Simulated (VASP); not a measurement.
Here is the system:

```xyz
2
Lattice="1.3449 -2.3294 0.0000 1.3449 2.3294 0.0000 0.0000 0.0000 4.2421" Properties=species:S:1:pos:R:3 pbc="T T T"
Ru     1.3449     0.7765     1.0605
Ru     1.3449    -0.7765     3.1816
```

Computed with PBEsol GGA, VASP's PBE PAW potentials (set 64) (plane waves; VASP 6.6.1). Settings: 480 eV cut-off, 14×14×8 Γ-centred mesh, first-order Methfessel-Paxton smearing of 0.10 eV, potentials Ru_pv.

Each row applies one change to this cell, which was relaxed at other settings and keeps the small stress of the first row; at a fixed cut-off the stress holds a Pulay part, so it need not integrate to ΔE exactly. Stress is in GPa, positive when the cell is compressed.

```csv
change,ΔE (meV/atom),σxx,σyy,σzz,"largest shear component, with its sign (GPa)",largest force (eV/Å)
none,0.0,0.86,0.86,0.81,0.00,0.000
uniaxial strain of +3.0 % along z,22.7,-4.13,-4.13,-18.48,0.00,0.000
isotropic strain of +3.0 %,98.7,-23.83,-23.83,-25.54,0.00,0.000
biaxial strain of +3.0 % in the xz plane,53.8,-19.78,-9.53,-22.12,0.00,0.098
biaxial strain of -2.0 % in the xy plane,33.1,20.03,20.03,9.13,0.00,0.000
isotropic strain of -4.0 %,255.4,57.55,57.55,61.31,0.00,0.000
atom 2 (Ru) moved by -0.100 Å along y,15.7,3.08,-0.74,1.60,0.00,0.701
isotropic strain of -1.0 %,___,___,___,___,___,___
isotropic strain of -3.0 %,___,___,___,___,___,___
```

Task: Fill in the missing entries.

Result: 
- isotropic strain of -1.0 %, ΔE (meV/atom): 16.0
- isotropic strain of -1.0 %, σxx: 12.07
- isotropic strain of -1.0 %, σyy: 12.07
- isotropic strain of -1.0 %, σzz: 12.76
- isotropic strain of -1.0 %, largest shear component, with its sign (GPa): 0.00
- isotropic strain of -1.0 %, largest force (eV/Å): 0.000
- isotropic strain of -3.0 %, ΔE (meV/atom): 140.1
- isotropic strain of -3.0 %, σxx: 40.15
- isotropic strain of -3.0 %, σyy: 40.15
- isotropic strain of -3.0 %, σzz: 42.75
- isotropic strain of -3.0 %, largest shear component, with its sign (GPa): 0.00
- isotropic strain of -3.0 %, largest force (eV/Å): 0.000

Failed runs are left out, and for metals the shear rows, which the mesh's noise covers.

The compound is Ru in the hcp structure.
